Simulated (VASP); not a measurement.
A convergence study with VASP on SnO2 (rutile): one setting is varied, all else stays as given below, so the limit is that of these other settings. Each run relaxes cell and ions from the cell shown. The basis is that of the starting cell, so low cut-offs carry a Pulay error.

```yaml
crystal:
  lattice:
    - [4.74000, 0.00000, 0.00000]
    - [0.00000, 4.74000, 0.00000]
    - [0.00000, 0.00000, 3.19000]
  atoms:
    - { symbol: Sn, position: [0.00000, 0.00000, 0.00000] }
    - { symbol: Sn, position: [0.50000, 0.50000, 0.50000] }
    - { symbol: O, position: [0.30700, 0.30700, 0.00000] }
    - { symbol: O, position: [0.80700, 0.19300, 0.50000] }
    - { symbol: O, position: [0.19300, 0.80700, 0.50000] }
    - { symbol: O, position: [0.69300, 0.69300, 0.00000] }
```

All values below come from LDA (Ceperley-Alder, Perdew-Zunger), VASP's LDA PAW potentials (set 64) (plane waves; VASP 6.6.1). The tightest run used: 800 eV cut-off, 4×4×6 Γ-centred mesh, Gaussian smearing of 0.050 eV, potentials Sn_d O.

Unless said otherwise, spin-orbit coupling is left out, though it shifts the bands of the heavy elements here. Gaps are read on the run's mesh, which can miss a band edge.

### Question
The settings run are ENCUT = 250; ENCUT = 300; ENCUT = 350; ENCUT = 400; ENCUT = 450; ENCUT = 500; ENCUT = 550; ENCUT = 600; ENCUT = 650; ENCUT = 750; ENCUT = 800. From which on does the relaxed volume stay within 0.05 Å³/atom of the tightest run?

### Answer
From ENCUT = 500 on: it is off by 0.003 there and by no more than 0.05 in any finer run, while ENCUT = 450 is off by 0.061.
```
setting      relaxed volume (Å³/atom)  E (eV/atom)  gap on the mesh (eV)  plane waves  difference judged (Å³/atom)
-----------  ------------------------  -----------  --------------------  -----------  ---------------------------
ENCUT = 250                     9.829      -7.9527                 3.523          656                        2.084
ENCUT = 300                    10.634      -7.3292                 2.443          876                        1.279
ENCUT = 350                    11.268      -7.1202                 1.794         1088                        0.646
ENCUT = 400                    11.661      -7.0654                 1.372         1344                        0.252
ENCUT = 450                    11.853      -7.0501                 1.195         1572                        0.061
ENCUT = 500                    11.911      -7.0469                 1.141         1841                        0.003
ENCUT = 550                    11.911      -7.0471                 1.141         2116                        0.003
ENCUT = 600                    11.900      -7.0486                 1.151         2432                        0.013
ENCUT = 650                    11.898      -7.0500                 1.154         2732                        0.016
ENCUT = 750                    11.904      -7.0516                 1.150         3372                        0.009
ENCUT = 800                    11.913      -7.0520                 1.142         3710                        0.000
```

Left out are rungs that failed or repeat a setting and relaxations that didn't move; long series are thinned to 24 rows.

The compound is SnO2 in the rutile structure.
